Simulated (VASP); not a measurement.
Input for VASP

**INCAR**
```
SYSTEM = CaSe
PREC = Accurate; ENCUT = 400; LREAL = .FALSE.
LASPH = .TRUE.
EDIFF = 1E-6; NELM = 100; ALGO = Normal
LMAXMIX = 4
ISMEAR = 0; SIGMA = 0.05
GGA = PS
IBRION = 2; NSW = 60; ISIF = 3
EDIFFG = -0.01
LWAVE = .FALSE.; LCHARG = .FALSE.
```

KPOINTS:
```
Automatic
0
gamma
 7 7 7
```

**POSCAR**
```
CaSe
1
    0.0000000000     3.1968000000     3.1968000000
    3.1968000000     0.0000000000     3.1968000000
    3.1968000000     3.1968000000     0.0000000000
Ca Se
1 1
Direct
  0.0000000000   0.0000000000   0.0000000000
  0.5000000000   0.5000000000   0.5000000000
```

POTCAR, in this order: Ca_sv Se (PBE.64 set). Program: vasp_std.

### Question
Write an equivalent input for Quantum ESPRESSO's pw.x.

### Answer
One equivalent input (not run):
```
&CONTROL
  calculation = 'vc-relax'
  pseudo_dir = './pseudo'
  outdir = './out'
  tprnfor = .true.
  tstress = .true.
  nstep = 60
  forc_conv_thr = 0.00039
/
&SYSTEM
  ibrav = 0
  nat = 2
  ntyp = 2
  ecutwfc = 86
  occupations = 'smearing'
  smearing = 'gaussian'
  degauss = 0.003675
  input_dft = 'pbesol'
/
&ELECTRONS
  conv_thr = 7.3e-08
  electron_maxstep = 100
/
&IONS
/
&CELL
/
ATOMIC_SPECIES
  Ca 40.078 Ca.upf
  Se 78.971 Se.upf
CELL_PARAMETERS angstrom
     0.0000000    3.1968000    3.1968000
     3.1968000    0.0000000    3.1968000
     3.1968000    3.1968000    0.0000000
ATOMIC_POSITIONS crystal
  Ca   0.0000000  0.0000000  0.0000000
  Se   0.5000000  0.5000000  0.5000000
K_POINTS automatic
  7 7 7 0 0 0
```
Limits of the translation: the potentials are each code's own (VASP's PAW set, PseudoDojo norm-conserving files in pw.x), so ENCUT and ecutwfc are chosen apart and not converted; conv_thr bounds pw.x's estimated SCF error, while EDIFF bounds the energy change between steps; forc_conv_thr acts on force components and is met together with etot_conv_thr.

The structure was generated: CaSe was put into the rock salt type (Fm-3m), which need not be its known phase. This run relaxes it. Symmetry was kept, so distortions that lower it aren't found.
